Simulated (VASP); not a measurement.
Input:

```
Cu3VS4
1.0
    5.30863     0.00000     0.00000
    0.00000     5.30863     0.00000
    0.00000     0.00000     5.30863
V Cu S
1 3 4
Direct
  0.00000   0.00000   0.00000
  0.50000   0.00000   0.00000
  0.00000   0.00000   0.50000
  0.00000   0.50000   0.00000
  0.23959   0.23959   0.23959
  0.23959   0.76041   0.76041
  0.76041   0.23959   0.76041
  0.76041   0.76041   0.23959
```

The numbers are results of PBEsol GGA, VASP's PBE PAW potentials (set 64) (plane waves; VASP), not measurements. Run with 400 eV cut-off, Gaussian smearing of 0.050 eV, potentials V_sv Cu S.

Problem. Give the energies of bands 28 to 41 at the high-symmetry points, in eV from the valence-band maximum.

Solution. 
```
band      Γ      X      M      R
----  -----  -----  -----  -----
28    -2.39  -2.24  -1.87  -2.04
29    -1.65  -1.85  -1.83  -2.04
30    -1.65  -1.85  -1.83  -2.04
31    -1.65  -1.54  -1.76  -1.94
32    -1.56  -1.39  -1.74  -1.94
33    -0.60  -1.33  -0.97   0.00
34    -0.60  -0.59  -0.97   0.00
35    -0.60  -0.59  -0.19   0.00
36     1.20   1.05   1.33   1.61
37     1.20   1.39   1.42   1.61
38     1.82   1.57   1.68   2.21
39     1.82   1.83   2.05   2.21
40     1.82   1.83   2.05   2.21
41     2.76   4.74   5.31   4.26
```

The gap is indirect, 1.05 eV, from the valence maximum at R to the conduction minimum at X.

The compound is VCu3S4 in the sg215 structure. It was relaxed first. The run is not spin-polarised, so no magnetic state was tried.
